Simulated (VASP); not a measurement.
Here is the system:

```
FeNi3
1.0
    3.48418     0.00000     0.00000
    0.00000     3.48418     0.00000
    0.00000     0.00000     3.48418
Fe Ni
1 3
Direct
  0.00000   0.00000   0.00000
  0.00000   0.50000   0.50000
  0.50000   0.00000   0.50000
  0.50000   0.52870   0.00000
```
Starting moments (μB, in the order of the record's atoms Fe Ni Ni Ni): 2.8 0.6 0.6 0.6.

All values below come from PBEsol GGA, VASP's PBE PAW potentials (set 64) (plane waves; VASP 6.6.1). Numerical set-up: 480 eV cut-off, 8×8×8 Γ-centred mesh, first-order Methfessel-Paxton smearing of 0.10 eV, potentials Fe Ni.

Task: Predict the cell moment, energy per atom (σ→0), pressure, largest force, band gap (on the k-mesh) with the smallest direct gap where there is one.

Result: 
```json
{
  "band gap (on the k-mesh)": "none (metal, semimetal or under 0.01 eV)",
  "cell_moment": "4.63 μB",
  "energy per atom (σ→0)": "-6.898 eV/atom",
  "pressure": "1.20 GPa",
  "largest_force": "0.920 eV/Å"
}
```

Task: Give the moment on each site (PAW-sphere projection).

Result: 
| site | moment (μB) |
|---|---|
| Fe1 | 2.82 |
| Ni2 | 0.60 |
| Ni3 | 0.60 |
| Ni4 | 0.60 |

Only differences to runs with the same potentials and settings are physical.

The compound is Ni3Fe in the L1_2 structure. This cell was strained or had an atom moved on purpose.
